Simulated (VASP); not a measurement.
# CsLiCr2Te2S3 (P1) in VASP: notebook, part 2 of 2

VASP 6.6.1.

## 3. Electron localisation function, PBE, collinear spin, ferromagnetic start

Input file INCAR:

```
PREC     = Accurate       # precision mode
ENCUT    = 520            # plane-wave cutoff, eV
EDIFF    = 1E-7           # SCF threshold, eV
ISMEAR   = -1             # smearing method
SIGMA    = 0.05           # smearing width, eV
LREAL    = False          # projectors in reciprocal space
LASPH    = True           # aspherical terms in the spheres
NELM     = 120            # most SCF steps
ALGO     = Fast           # electronic algorithm
ISIF     = 2              # what is computed and relaxed
LWAVE    = False          # write WAVECAR
LCHARG   = True           # write CHGCAR
ISPIN    = 2              # spin polarisation
MAGMOM   = 0 0 3 3 0 0 0 0 0 # initial moments
LORBIT   = 11             # projections on sites
LMAXMIX  = 4              # l up to which the mixer works
GGA      = PE             # functional
LELF     = True           # ELF
```

Input file KPOINTS:

```
Automatic mesh
0
Gamma
  5 5 4
```

Input file POSCAR:

```
CsLiCr2Te2S3
1.0
    6.1079200000     -0.0188600000      0.0058100000
   -2.2882200000      5.9315100000      0.0033300000
   -1.3846200000     -2.1939500000      7.5626000000
Cs Li Cr Te S
1 1 2 2 3
Direct
    0.0634800000      0.1017800000      0.9939400000
    0.5702600000      0.5814300000      0.5740300000
    0.0780100000      0.5013800000      0.5799000000
    0.4316200000      0.0297200000      0.5372200000
    0.5445800000      0.7673200000      0.2819800000
    0.0114300000      0.6593200000      0.2990200000
    0.7780000000      0.3713300000      0.7077300000
    0.3940200000      0.8250800000      0.7487500000
    0.1960500000      0.2300900000      0.4864600000
```

Potentials or basis: VASP PAW PBE potentials, release 64 (Cs_sv, Li_sv, Cr_pv, Te, S).

On the command line:

```bash
$ cat potpaw_PBE.64/Cs_sv/POTCAR potpaw_PBE.64/Li_sv/POTCAR potpaw_PBE.64/Cr_pv/POTCAR potpaw_PBE.64/Te/POTCAR potpaw_PBE.64/S/POTCAR > POTCAR
$ mpirun -np 4 vasp_std > vasp.out
```

OUTCAR:

```text
PREC = Accurate
   ENCUT = 520
   EDIFF = 1E-7
   ISMEAR = -1
   LREAL = False
   LASPH = True
   NELM = 120
   ISIF = 2
   ISPIN = 2
   LORBIT = 11
   GGA = PE

 ion  position               nearest neighbor table
   1  0.063  0.102  0.994-
   2  0.570  0.581  0.574-   9 2.42   7 2.42   8 2.53   5 2.82   3 2.87
   3  0.078  0.501  0.580-   9 2.15   8 2.22   7 2.23   6 2.66   2 2.87
   4  0.432  0.030  0.537-   9 2.28   8 2.32   7 2.36   5 2.73   6 2.82
   5  0.545  0.767  0.282-   4 2.73   2 2.82   6 3.11   6 3.15
   6  0.011  0.659  0.299-   3 2.66   4 2.82   5 3.11   5 3.15
   7  0.778  0.371  0.708-   3 2.23   4 2.36   2 2.42
   8  0.394  0.825  0.749-   3 2.22   4 2.32   2 2.53
   9  0.196  0.230  0.486-   3 2.15   4 2.28   2 2.42

  LATTYP: Found a triclinic cell.
 ALAT       =     7.0391492137
 B/A-ratio  =     2.2477581351
 C/A-ratio  =     1.2473194634
 COS(alpha) =     0.0034065765
 COS(beta)  =     0.5073740706
 COS(gamma) =     0.8166993666

  Lattice vectors:

 A1 = (  -3.8197000000,  -5.9126500000,  -0.0091400000)
 A2 = ( -11.3122400000,  -8.0877400000,   7.5476500000)
 A3 = (  -2.4350800000,  -3.7187000000,  -7.5717400000)

Analysis of symmetry for initial positions (statically):
=====================================================================
 Subroutine PRICEL returns:
 Original cell was already a primitive cell.

 Routine SETGRP: Setting up the symmetry group for a
 triclinic supercell.

 Subroutine GETGRP returns: Found  1 space group operations
 (whereof  1 operations were pure point group operations)
 out of a pool of  2 trial point group operations.

The static configuration has the point symmetry C_1 .

Analysis of symmetry for dynamics (positions and initial velocities):
=====================================================================
 Subroutine PRICEL returns:
 Original cell was already a primitive cell.

 Routine SETGRP: Setting up the symmetry group for a
 triclinic supercell.

 Subroutine GETGRP returns: Found  1 space group operations
 (whereof  1 operations were pure point group operations)
 out of a pool of  2 trial point group operations.

The dynamic configuration has the point symmetry C_1 .

Analysis of structural, dynamic, and magnetic symmetry:
=====================================================================
 Subroutine PRICEL returns:
 Original cell was already a primitive cell.

 Routine SETGRP: Setting up the symmetry group for a
 triclinic supercell.

 Subroutine GETGRP returns: Found  1 space group operations
 (whereof  1 operations were pure point group operations)
 out of a pool of  2 trial point group operations.

The overall configuration has the point symmetry C_1 .

 Subroutine INISYM returns: Found  1 space group operations
 (whereof  1 operations are pure point group operations),
 and found     1 'primitive' translations

----------------------------------------------------------------------------------------

                                     Primitive cell

  volume of cell :     273.7821

  direct lattice vectors                    reciprocal lattice vectors
[... 114 lines left out ...]
   EMIN   =  10.00;   EMAX   =-10.00  energy-range for DOS
   EFERMI =   0.00;   METHOD = LEGACY
   ISMEAR =    -1;   SIGMA  =   0.05  broadening in eV -4-tet -1-fermi 0-gaus
   EFERMI_NEDOS =   21; number of points for ismear=-14 and -15
   IALGO  =     68    algorithm
   IMIX   =      4    mixing-type and parameters
     AMIX     =   0.40;   BMIX     =  1.00
     AMIX_MAG =   1.60;   BMIX_MAG =  1.00
  volume/ion in A,a.u.               =      30.42       205.29
  Fermi-wavevector in a.u.,A,eV,Ry     =   1.018876  1.925396 14.124308  1.038107
  Thomas-Fermi vector in A             =   2.152358
   LORBIT       =     11    0 simple, 1 ext, 2 COOP (PROOUT), +10 PAW based schemes
   GGA     = PE    functional components
   LHFCALC =     F    Hartree Fock is set to
   AEXX    =    0.0000 exact exchange contribution
   IVDW    =     0    specifies the selected vdW correction
   LEPSILON=     F    determine dielectric tensor
   LRPA    =     F    only Hartree local field effects (RPA)
 spin polarized calculation
 RMM-DIIS sequential band-by-band and
  energy-cutoff  :      520.00
  volume of cell :      273.78
 maximum number of plane-waves:      7399
 NGX is ok and might be reduce to    48
   NGX = 23   NGY = 23   NGZ = 29

 number of electron      66.0000018 magnetization       5.4162642

 Free energy of the ion-electron system (eV)
  ---------------------------------------------------
  ext. energy  EPLUGINS =         0.00000000
  ---------------------------------------------------
  free energy    TOTEN  =       -46.12751796 eV

  energy without entropy =      -46.09539445  energy(sigma->0) =      -46.11145621

 E-fermi :   3.0057     XC(G=0):  -8.0833

 val. band max:        3.0036271736   @ k =   0.2000   0.2000   0.2500
 cond. band min:       3.0096565431   @ k =  -0.2000  -0.2000   0.2500
 fundamental gap:      0.0060293695
 Fermi energy:         3.0056682252

 spin component 1

 k-point     1 :       0.0000    0.0000    0.0000
  band No.  band energies     occupation
      1     -42.8675      1.00000
      2     -41.5229      1.00000
      3     -41.4776      1.00000
      4     -41.4618      1.00000
      5     -41.4144      1.00000
      6     -41.4120      1.00000
[... 1117 lines left out ...]
     43       6.9309      0.00000
     44       7.2430      0.00000

 [... further k-points ...]

 spin component 2

 k-point     1 :       0.0000    0.0000    0.0000
  band No.  band energies     occupation
      1     -42.8653      1.00000
      2     -39.0853      1.00000
      3     -38.9516      1.00000
      4     -38.7023      1.00000
      5     -38.5773      1.00000
      6     -38.5164      1.00000
[... 1117 lines left out ...]
     43       7.1219      0.00000
     44       7.4202      0.00000

 [... further k-points ...]

------------------------ aborting loop because EDIFF is reached ----------------------------------------

  FORCE on cell =-STRESS in cart. coord.  units (eV):
  Direction    XX          YY          ZZ          XY          YZ          ZX
  --------------------------------------------------------------------------------------
  -------------------------------------------------------------------------------------
  Total        0.4296824     -0.2650619     -0.3828524      0.0243473      0.0079622      0.0384834
  in kB        2.5145084     -1.5511469     -2.2404586      0.1424809      0.0465948      0.2252056
  external PRESSURE =      -0.4256990 kB  Pullay stress =       0.0000000 kB

 VOLUME and BASIS-vectors are now :
 -----------------------------------------------------------------------------
  energy-cutoff  :      520.00
  volume of cell :      273.78
      direct lattice vectors                 reciprocal lattice vectors
     6.107920000 -0.018860000  0.005810000     0.163870997  0.063189970  0.048334527
    -2.288220000  5.931510000  0.003330000     0.000474406  0.168746616  0.049041138
    -1.384620000 -2.193950000  7.562600000    -0.000126103 -0.000122849  0.132170929

 POSITION                                       TOTAL-FORCE (eV/Angst)
 -----------------------------------------------------------------------------------
     -1.22139     -1.57814      7.51748         0.002153      0.001101     -0.003818
      1.35785      2.17861      4.34641         0.001749      0.008854     -0.005206
     -1.47373      1.70020      4.38767        -0.022048      0.040240     -0.039320
      1.82445     -1.01049      4.06539         0.019238     -0.054149     -0.085308
      1.18002      3.92245      2.13822         0.019481      0.080888      0.063053
     -1.85288      3.25451      2.26363        -0.029720     -0.066180      0.101103
      2.92234      0.63515      5.35804         0.010417      0.012252     -0.010413
     -0.51806      3.24382      5.66753        -0.005486     -0.004097     -0.020072
     -0.00260      0.29381      3.68081         0.004215     -0.018910     -0.000021
 -----------------------------------------------------------------------------------
    total drift:                                0.000520      0.000565     -0.000074

  FREE ENERGIE OF THE ION-ELECTRON SYSTEM (eV)
  ---------------------------------------------------
  free  energy   TOTEN  =       -46.1275179601 eV

  energy  without entropy=      -46.0953944517  energy(sigma->0) =      -46.11145621

 total charge

# of ion       s       p       d       tot
------------------------------------------
    1        1.832   4.705   0.023   6.560
    2        2.018   0.055   0.000   2.073
    3        0.340   6.289   4.177  10.806
    4        0.285   6.242   4.110  10.637
    5        1.391   1.948   0.024   3.363
    6        1.396   1.930   0.035   3.361
    7        1.335   2.404   0.000   3.738
    8        1.340   2.393   0.000   3.732
    9        1.344   2.403   0.000   3.746
--------------------------------------------------
tot         11.279  28.368   8.369  48.017

 magnetization (x)

# of ion       s       p       d       tot
------------------------------------------
    1        0.000  -0.000   0.001   0.001
    2        0.000   0.000   0.000   0.001
    3        0.036   0.027   2.463   2.525
    4        0.037   0.032   2.829   2.898
    5       -0.002  -0.061   0.002  -0.060
    6       -0.004  -0.109   0.004  -0.109
    7       -0.002  -0.059   0.000  -0.062
    8       -0.003  -0.081   0.000  -0.084
    9       -0.001  -0.112   0.000  -0.113
--------------------------------------------------
tot          0.062  -0.364   5.300   4.997
```

Run time: 9.7 min. Hardware: 4 MPI ranks of AMD EPYC 9R45 (Zen 5), shared host; peak memory 0.51 GiB.

Results:

```yaml
Free_energy: -46.1275 eV
Largest_force: 0.124 eV/Å
Band_gap_on_the_k_mesh: none (metal or under the smearing width)
Net_moment: 5.42 μB per cell
Site_moments: Cs +0.00; Li +0.00; Cr +2.52, +2.90; Te -0.06, -0.11; S -0.06, -0.08, -0.11 μB
Valence_electrons_inside_the_program's_atomic_spheres: Cs 6.56; Li 2.07; Cr 10.81, 10.64; Te 3.36; S 3.74, 3.73, 3.75
```

Forces in eV/Å, atoms in the order of the input:
```
Cs   0.002  0.001 -0.004
Li   0.002  0.009 -0.005
Cr  -0.022  0.040 -0.039
Cr   0.019 -0.054 -0.085
Te   0.019  0.081  0.063
Te  -0.030 -0.066  0.101
S    0.010  0.012 -0.010
S   -0.005 -0.004 -0.020
S    0.004 -0.019  0.000
```

Caveat: the cutoff is under 1.25 times the usual one of these potentials, so pressure, stress and relaxed cells hold a basis-set (Pulay) error; only a ferromagnetic start was run, and an antiferromagnetic order may lie lower in energy. With open d or f shells a metallic result of PBE can be an artefact of self-interaction; +U or a hybrid may open a gap.
